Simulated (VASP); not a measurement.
# CsLiCr2Te2S3 (Pm) in VASP: settings compared

The runs below take CsLiCr2Te2S3 through band structure, with PBE, LDA, PBEsol.

Everything below comes from runs of VASP 6.6.1. Logs are shortened: lines on timing, memory, paths and dates and some standing lists are left out, and cuts for length are marked.

## Step 1: The crystal as given

The structure is monoclinic, space group Pm (No. 6). The conventional cell has a = 7.057 Å, b = 3.981 Å, c = 9.084 Å, α = 90.00°, β = 107.12°, γ = 90.00°. Cs (site symmetry m) has 3 S at 3.44 to 3.50 Å and 1 Te at 3.93 Å as nearest neighbours. Around Li (site symmetry m) lie 3 S at 2.21 to 2.30 Å. Cr (site symmetry m) is surrounded by 5 S at 2.47 to 2.63 Å and 1 Te at 2.79 Å and 2 Li at 2.81 Å. Cr (site symmetry m) has 2 S at 2.34 to 2.50 Å as nearest neighbours. Te (site symmetry m) has 3 Cr at 2.76 to 2.79 Å as nearest neighbours. Around Te (site symmetry m) lie 1 S at 2.48 Å and 2 Cr at 2.80 Å. Around S (site symmetry m) lie 2 Li at 2.21 Å and 1 Te at 2.48 Å and 1 Cr at 2.51 Å. S (site symmetry m) is surrounded by 3 Cr at 2.34 to 2.47 Å and 1 Li at 2.63 Å.

The cell was built by a generator and needn't be a form met in nature.

## Step 2: Band structure, PBE, collinear spin, ferromagnetic start

POSCAR reads:

```
CsLiCr2Te2S3                            
1.0
    7.0568400000      0.0000000000      0.0078800000
    0.0000000000      3.9806000000      0.0000000000
   -2.6830200000      0.0000000000      8.6786900000
  Cs              Li              Cr              Te              S             
     1     1     2     2     3
Direct
     0.0773900000000012    0.0000000000000000    0.3770600000000002
     0.8642400000000023    0.5000000000000000    0.7888299999999973
     0.1264600000000016    0.0000000000000000    0.9461599999999990
     0.5929000000000002    0.5000000000000000    0.9716499999999968
     0.5083800000000025    0.0000000000000000    0.1527000000000029
     0.5561199999999999    0.0000000000000000    0.7489300000000014
     0.8742599999999996    0.0000000000000000    0.6850200000000015
     0.2517599999999973    0.5000000000000000    0.8440200000000004
     0.9629400000000032    0.5000000000000000    0.0535700000000006
```

INCAR.step1 reads:

```
SYSTEM = CsLiCr2Te2S3
  PREC = Accurate
  ENCUT = 520
  EDIFF = 1E-6
  ISMEAR = -1
  SIGMA = 0.05
  LREAL = .False.
  LASPH = .True.
  NELM = 120
  ALGO = Normal
  ISIF = 2
  LWAVE = .False.
  LCHARG = .True.
  ISPIN = 2
  MAGMOM = 0 0 3 3 0 0 0 0 0
  LORBIT = 11
  LMAXMIX = 4
  GGA = PE
  NBANDS = 47
  KPAR = 4
```

KPOINTS.step1 reads:

```
regular mesh
0
Gamma
  4 7 3
  0 0 0
```

INCAR.step2 reads:

```
SYSTEM = CsLiCr2Te2S3
  PREC = Accurate
  ENCUT = 520
  EDIFF = 1E-6
  ISMEAR = 0
  SIGMA = 0.05
  LREAL = .False.
  LASPH = .True.
  NELM = 120
  ALGO = Normal
  ISIF = 2
  LWAVE = .False.
  LCHARG = .False.
  ISPIN = 2
  MAGMOM = 0 0 3 3 0 0 0 0 0
  LORBIT = 11
  LMAXMIX = 4
  GGA = PE
  NBANDS = 47
  KPAR = 4
  ICHARG = 11
```

KPOINTS.step2 reads:

```
path GYHCEM1AXH1,MDZ,YD
15
line-mode
reciprocal
 0.0000000000  0.0000000000  0.0000000000  G
 0.0000000000  0.0000000000  0.5000000000  Y

 0.0000000000  0.0000000000  0.5000000000  Y
-0.4222613065  0.0000000000  0.6599642297  H

-0.4222613065  0.0000000000  0.6599642297  H
-0.5000000000  0.0000000000  0.5000000000  C

-0.5000000000  0.0000000000  0.5000000000  C
-0.5000000000  0.5000000000  0.5000000000  E

-0.5000000000  0.5000000000  0.5000000000  E
-0.5777386935  0.5000000000  0.3400357703  M1

-0.5777386935  0.5000000000  0.3400357703  M1
-0.5000000000  0.5000000000  0.0000000000  A

-0.5000000000  0.5000000000  0.0000000000  A
-0.5000000000  0.0000000000  0.0000000000  X

-0.5000000000  0.0000000000  0.0000000000  X
-0.5777386935  0.0000000000  0.3400357703  H1

-0.4222613065  0.5000000000  0.6599642297  M
 0.0000000000  0.5000000000  0.5000000000  D

 0.0000000000  0.5000000000  0.5000000000  D
 0.0000000000  0.5000000000  0.0000000000  Z

 0.0000000000  0.0000000000  0.5000000000  Y
 0.0000000000  0.5000000000  0.5000000000  D
```

Potentials or basis: VASP PAW PBE potentials, release 64 (Cs_sv, Li_sv, Cr_pv, Te, S).

The run is started by

```console
cat potpaw_PBE.64/Cs_sv/POTCAR potpaw_PBE.64/Li_sv/POTCAR potpaw_PBE.64/Cr_pv/POTCAR potpaw_PBE.64/Te/POTCAR potpaw_PBE.64/S/POTCAR > POTCAR
cp INCAR.step1 INCAR
cp KPOINTS.step1 KPOINTS
mpirun -np 4 vasp_std > vasp.out
cp INCAR.step2 INCAR
cp KPOINTS.step2 KPOINTS
mpirun -np 4 vasp_std > vasp.out
```

OUTCAR:

```text
SYSTEM = CsLiCr2Te2S3
   PREC = Accurate
   ENCUT = 520
   EDIFF = 1E-6
   ISMEAR = 0
   LREAL = .False.
   LASPH = .True.
   NELM = 120
   ISIF = 2
   ISPIN = 2
   LORBIT = 11
   GGA = PE
   ICHARG = 11

 ion  position               nearest neighbor table
   1  0.077  0.000  0.377-
   2  0.864  0.500  0.789-   7 2.21   7 2.21   9 2.30   8 2.63   3 2.81   3 2.81   4 2.88   6 2.89
                             6 2.89
   3  0.126  0.000  0.946-   8 2.47   8 2.47   7 2.51   9 2.63   9 2.63   5 2.79   2 2.81   2 2.81

   4  0.593  0.500  0.972-   8 2.34   9 2.50   5 2.76   5 2.76   6 2.80   6 2.80   2 2.88
   5  0.508  0.000  0.153-   4 2.76   4 2.76   3 2.79
   6  0.556  0.000  0.749-   7 2.48   4 2.80   4 2.80   2 2.89   2 2.89   8 3.23   8 3.23
   7  0.874  0.000  0.685-   2 2.21   2 2.21   6 2.48   3 2.51
   8  0.252  0.500  0.844-   4 2.34   3 2.47   3 2.47   2 2.63   6 3.23   6 3.23
   9  0.963  0.500  0.054-   2 2.30   4 2.50   3 2.63   3 2.63

  LATTYP: Found a simple monoclinic cell.
 ALAT       =     7.0568443996
 B/A-ratio  =     0.5640764873
 C/A-ratio  =     1.2872546816
 COS(beta)  =    -0.2942910888

  Lattice vectors:

 A1 = (   7.0568400000,   0.0000000000,   0.0078800000)
 A2 = (   0.0000000000,   3.9806000000,   0.0000000000)
 A3 = (  -2.6830200000,   0.0000000000,   8.6786900000)

Analysis of symmetry for initial positions (statically):
=====================================================================
 Subroutine PRICEL returns:
 Original cell was already a primitive cell.

 Routine SETGRP: Setting up the symmetry group for a
 simple monoclinic supercell.

 Subroutine GETGRP returns: Found  2 space group operations
 (whereof  2 operations were pure point group operations)
 out of a pool of  4 trial point group operations.

The static configuration has the point symmetry C_1h.

Analysis of symmetry for dynamics (positions and initial velocities):
=====================================================================
 Subroutine PRICEL returns:
 Original cell was already a primitive cell.

 Routine SETGRP: Setting up the symmetry group for a
 simple monoclinic supercell.

 Subroutine GETGRP returns: Found  2 space group operations
 (whereof  2 operations were pure point group operations)
 out of a pool of  4 trial point group operations.

The dynamic configuration has the point symmetry C_1h.

Analysis of structural, dynamic, and magnetic symmetry:
=====================================================================
 Subroutine PRICEL returns:
 Original cell was already a primitive cell.

 Routine SETGRP: Setting up the symmetry group for a
 simple monoclinic supercell.

 Subroutine GETGRP returns: Found  2 space group operations
 (whereof  2 operations were pure point group operations)
 out of a pool of  4 trial point group operations.

The overall configuration has the point symmetry C_1h.

 Subroutine INISYM returns: Found  2 space group operations
 (whereof  2 operations are pure point group operations),
 and found     1 'primitive' translations

----------------------------------------------------------------------------------------

                                     Primitive cell

  volume of cell :     243.8725

  direct lattice vectors                    reciprocal lattice vectors
     7.056840000  0.000000000  0.007880000     0.141657584  0.000000000  0.043793491
     0.000000000  3.980600000  0.000000000     0.000000000  0.251218409  0.000000000
    -2.683020000  0.000000000  8.678690000    -0.000128621  0.000000000  0.115185000

  length of vectors
     7.056844400  3.980600000  9.083955990     0.148272523  0.251218409  0.115185072

  position of ions in fractional coordinates (direct lattice)
     0.077390000  0.000000000  0.377060000
     0.864240000  0.500000000  0.788830000
     0.126460000  0.000000000  0.946160000
     0.592900000  0.500000000  0.971650000
     0.508380000  0.000000000  0.152700000
     0.556120000  0.000000000  0.748930000
     0.874260000  0.000000000  0.685020000
     0.251760000  0.500000000  0.844020000
[... 60 lines left out ...]
 -0.241292  0.000000  0.591408      0.006061
 [... further k-points ...]
   k-points           NKPTS =    165   k-points in BZ     NKDIM =    165   number of bands    NBANDS=     47
   number of dos      NEDOS =    301   number of ions     NIONS =      9
   total plane-waves  NPLWV = 113400
   dimension x,y,z NGX =    54 NGY =   30 NGZ =   70
   dimension x,y,z NGXF=   108 NGYF=   60 NGZF=  140
   ions per type =               1   1   2   2   3
   NGX,Y,Z   is equivalent  to a cutoff of  12.72, 12.53, 12.81 a.u.
   NGXF,Y,Z  is equivalent  to a cutoff of  25.44, 25.06, 25.62 a.u.
 SYSTEM =  CsLiCr2Te2S3
   PREC   = accura    normal or accurate (medium, high low for compatibility)
   ISTART =      0    job   : 0-new  1-cont  2-samecut
   ICHARG =     11    charge: 1-file 2-atom 10-const
   ISPIN  =      2    spin polarized calculation?
   LNONCOLLINEAR =      F non collinear calculations
   LSORBIT =      F    spin-orbit coupling
   LASPH  =      T    aspherical Exc in radial PAW
   ENCUT  =  520.0 eV  38.22 Ry    6.18 a.u.  13.12  7.40 16.89*2*pi/ulx,y,z
   NELM   =    120;   NELMIN=  2; NELMDL=  0     # of ELM steps
   EDIFF  = 0.1E-05   stopping-criterion for ELM
   LREAL  =      F    real-space projection
   EDIFFG = 0.1E-04   stopping-criterion for IOM
   NSW    =      0    number of steps for IOM
   IBRION =     -1    ionic relax: 0-MD 1-quasi-New 2-CG
   NFREE  =      0    steps in history (QN), initial steepest desc. (CG)
   ISIF   =      2    stress and relaxation
   ISYM   =      2    0-nonsym 1-usesym 2-fastsym
   POTIM  = 0.5000    time-step for ionic-motion
   TEBEG  =    0.0;   TEEND  =   0.0 temperature during run
   PSTRESS=    0.0 pullay stress
   NELECT =      66.0000    total number of electrons
   NUPDOWN=      -1.0000    fix difference up-down
   EMIN   =  10.00;   EMAX   =-10.00  energy-range for DOS
   EFERMI =   0.00;   METHOD = LEGACY
   ISMEAR =     0;   SIGMA  =   0.05  broadening in eV -4-tet -1-fermi 0-gaus
   EFERMI_NEDOS =   21; number of points for ismear=-14 and -15
   IALGO  =     38    algorithm
   IMIX   =      4    mixing-type and parameters
     AMIX     =   0.40;   BMIX     =  1.00
     AMIX_MAG =   1.60;   BMIX_MAG =  1.00
  volume/ion in A,a.u.               =      27.10       182.86
  Fermi-wavevector in a.u.,A,eV,Ry     =   1.058933  2.001093 15.256747  1.121339
  Thomas-Fermi vector in A             =   2.194260
   LORBIT       =     11    0 simple, 1 ext, 2 COOP (PROOUT), +10 PAW based schemes
   GGA     = PE    functional components
   LHFCALC =     F    Hartree Fock is set to
   AEXX    =    0.0000 exact exchange contribution
   IVDW    =     0    specifies the selected vdW correction
   LEPSILON=     F    determine dielectric tensor
   LRPA    =     F    only Hartree local field effects (RPA)
 spin polarized calculation
 Gauss-broadening in eV      SIGMA  =   0.05
  energy-cutoff  :      520.00
  volume of cell :      243.87
 maximum number of plane-waves:      6613
 NGX is ok and might be reduce to    54

 number of electron      66.0000007 magnetization       6.0000616

 Free energy of the ion-electron system (eV)
  ---------------------------------------------------
  ext. energy  EPLUGINS =         0.00000000
  ---------------------------------------------------
  free energy    TOTEN  =       -46.02088422 eV

  energy without entropy =      -46.02088422  energy(sigma->0) =      -46.02088422

 E-fermi :   4.1067     XC(G=0):  -8.5818

 val. band max:        3.8742850941   @ k =   0.0000   0.0000   0.0000
 cond. band min:       4.3132216509   @ k =  -0.5000   0.2857   0.5000
 fundamental gap:      0.4389365568
 Fermi energy:         4.1066822847

 spin component 1

 k-point     1 :       0.0000    0.0000    0.0000
  band No.  band energies     occupation
      1     -41.4196      1.00000
      2     -40.5289      1.00000
      3     -40.5249      1.00000
      4     -40.5040      1.00000
      5     -40.2401      1.00000
      6     -40.2394      1.00000
[... 1141 lines left out ...]
     44       8.0314      0.00000
     45       8.3765      0.00000

 [... further k-points ...]

 spin component 2

 k-point     1 :       0.0000    0.0000    0.0000
  band No.  band energies     occupation
      1     -41.4206      1.00000
      2     -37.5309      1.00000
      3     -37.4085      1.00000
      4     -37.3247      1.00000
      5     -37.3076      1.00000
      6     -37.2686      1.00000
[... 1141 lines left out ...]
     44       8.2844      0.00000
     45       8.6151      0.00000

 [... further k-points ...]

 [bands above 45 left out]

------------------------ aborting loop because EDIFF is reached ----------------------------------------

  FORCE on cell =-STRESS in cart. coord.  units (eV):
  Direction    XX          YY          ZZ          XY          YZ          ZX
  --------------------------------------------------------------------------------------
  -------------------------------------------------------------------------------------
  Total        0.8580858      2.1566603     -0.1509293      0.0000000      0.0000000      0.3025732
  in kB        5.6373942     14.1686817     -0.9915654      0.0000000      0.0000000      1.9878248
  external PRESSURE =       6.2715035 kB  Pullay stress =       0.0000000 kB

 VOLUME and BASIS-vectors are now :
 -----------------------------------------------------------------------------
  energy-cutoff  :      520.00
  volume of cell :      243.87
      direct lattice vectors                 reciprocal lattice vectors
     7.056840000  0.000000000  0.007880000     0.141657584  0.000000000  0.043793491
     0.000000000  3.980600000  0.000000000     0.000000000  0.251218409  0.000000000
    -2.683020000  0.000000000  8.678690000    -0.000128621  0.000000000  0.115185000

 POSITION                                       TOTAL-FORCE (eV/Angst)
 -----------------------------------------------------------------------------------
     -0.46553      0.00000      3.27300         0.005844      0.000000     -0.016925
      3.98236      1.99030      6.85282         0.040092      0.000000     -0.076644
     -1.64616      0.00000      8.21243        -0.069403      0.000000     -0.021424
      1.57704      1.99030      8.43732         0.008472      0.000000     -0.052465
      3.17786      0.00000      1.32924         0.045328      0.000000     -0.129963
      1.91506      0.00000      6.50411        -0.124877      0.000000      0.122372
      4.33159      0.00000      5.95197         0.036157      0.000000      0.152337
     -0.48789      1.99030      7.32697         0.001382      0.000000      0.051833
      6.65158      1.99030      0.47251         0.057004      0.000000     -0.029120
 -----------------------------------------------------------------------------------
    total drift:                                0.003184      0.000000     -0.005425

  FREE ENERGIE OF THE ION-ELECTRON SYSTEM (eV)
  ---------------------------------------------------
  free  energy   TOTEN  =       -46.0208842172 eV

  energy  without entropy=      -46.0208842172  energy(sigma->0) =      -46.02088422

 total charge

# of ion       s       p       d       tot
------------------------------------------
    1        1.836   4.706   0.033   6.574
    2        2.033   0.089   0.000   2.122
    3        0.248   6.210   4.025  10.483
    4        0.258   6.239   4.101  10.598
    5        1.361   2.021   0.023   3.404
    6        1.395   1.938   0.051   3.383
    7        1.351   2.389   0.000   3.740
    8        1.342   2.360   0.000   3.701
    9        1.327   2.386   0.000   3.713
--------------------------------------------------
tot         11.150  28.336   8.232  47.718

 magnetization (x)

# of ion       s       p       d       tot
------------------------------------------
    1        0.000  -0.001   0.001  -0.000
    2       -0.000   0.000   0.000  -0.000
    3        0.049   0.038   2.991   3.077
    4        0.044   0.037   2.885   2.966
    5       -0.004  -0.159   0.007  -0.156
    6       -0.002  -0.062   0.004  -0.059
    7       -0.000  -0.034   0.000  -0.034
    8       -0.005  -0.116   0.000  -0.121
    9       -0.001  -0.064   0.000  -0.065
--------------------------------------------------
tot          0.079  -0.361   5.888   5.606
```

Run time: 7.1 min. Hardware: 4 MPI ranks of Intel Xeon 6975P-C (Granite Rapids), shared host; peak memory 2.4 GiB.

Results:

| Item | Value |
| --- | --- |
| Band gap on the k mesh | 0.46 eV, indirect (least direct gap 0.75 eV) |
| Band gap along the path | 0.44 eV, indirect (least direct gap 0.75 eV) |
| Net moment | 6.00 μB per cell |

Caveat: the cutoff is under 1.25 times the usual one of these potentials, so pressure, stress and relaxed cells hold a basis-set (Pulay) error; the log is that of the step along the path at fixed density, whose energy, stress, charges and moments have no meaning; spin-orbit coupling is left out, which moves the levels of the heavy elements; only a ferromagnetic start was run, and an antiferromagnetic order may lie lower in energy.

[end of part 1 of 2]
